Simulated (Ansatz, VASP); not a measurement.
**Two plane-wave programs on LaAl2TeRu2**

```
La Te Al Ru
1.0
     4.81786    0.00000    0.00000
     0.00000    4.81786    0.00000
     0.00000    0.00000    5.92921
La Te Al Ru
1 1 2 2
Direct
  0.00000 0.00000 0.50000
  0.00000 0.00000 0.00000
  0.50000 0.50000 0.24097
  0.50000 0.50000 0.75903
  0.00000 0.50000 0.00000
  0.50000 0.00000 0.00000
```

Alike in both runs: functional r2SCAN; k mesh 4 × 4 × 3; occupations gaussian, width 0.1829 eV; no spin polarisation.

Ansatz relaxed the structure, and its values are those at the end. VASP's run is a single point on that final structure, the one shown.

|  | VASP | Ansatz |
| --- | --- | --- |
| version | VASP 6.6.1 | Ansatz 0.2.0 |
| potentials or method | VASP PAW PBE potentials, release 64 (La, Te, Al, Ru_pv) | PAW plane waves |
| plane-wave cutoff (eV) | 520 | 500 |
| valence electrons in the cell | 51 | 65 |

Ansatz gave:

| Property | Result |
| --- | --- |
| gap on the k mesh at the Fermi level (eV) | none |
| pressure (GPa) | 0.0 |

Task: Which values does VASP return?

Result: gap on the k mesh at the Fermi level (eV): none; pressure (GPa): -0.1.

A gap of «none» marks a metal or a gap that the smearing closes. The two sets of potentials don't hold the same shells in valence. Ansatz warned: «end_state_compared».

Caveats: the PAW data sets were made with another functional, which shifts forces and pressure a little (VASP). The runs have no spin-orbit coupling, so splittings on La, Te are missing.
